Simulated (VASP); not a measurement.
```
BN
1.0
    1.26053    -2.18330     0.00000
    1.26053     2.18330     0.00000
    0.00000     0.00000     6.92357
B N
2 2
Direct
  0.33333   0.66667   0.25000
  0.66667   0.33333   0.75000
  0.66667   0.33333   0.25000
  0.33333   0.66667   0.75000
```

Method: vdW-DF2, VASP's PBE PAW potentials (set 64) (plane waves; VASP). Run with 520 eV cut-off, Gaussian smearing of 0.050 eV, potentials B N.

What does the run give for the band gap (along the path) with the smallest direct gap where there is one?

- band gap (along the path) = 4.39 eV
- smallest direct gap (along the path) = 4.74 eV

Only differences to runs with the same potentials and settings are physical.

The compound is BN in the hex structure. It was relaxed first, which changed the volume by +5 %.
